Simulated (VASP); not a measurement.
Input:

```
CELL_PARAMETERS angstrom
      0.00000     2.72313     2.72313
      2.72313     0.00000     2.72313
      2.72313     2.72313     0.00000
ATOMIC_POSITIONS crystal
  Si 0.00000 0.00000 0.00000
  Si 0.25000 0.25000 0.25000
```

Calculation: vdW-DF-cx, VASP's PBE PAW potentials (set 64) (plane waves; VASP 6.6.1). Settings: 520 eV cut-off, Gaussian smearing of 0.050 eV, potentials Si.

### Question
Estimate the band gap (along the path) with the smallest direct gap where there is one.

### Answer

```
Quantity                               Result
------------------------------------  -------
band gap (along the path)             0.55 eV
smallest direct gap (along the path)  2.55 eV
```

Total energies compare only between runs with the same potentials, cut-off and functional.

The compound is Si in the diamond structure. It was relaxed first.
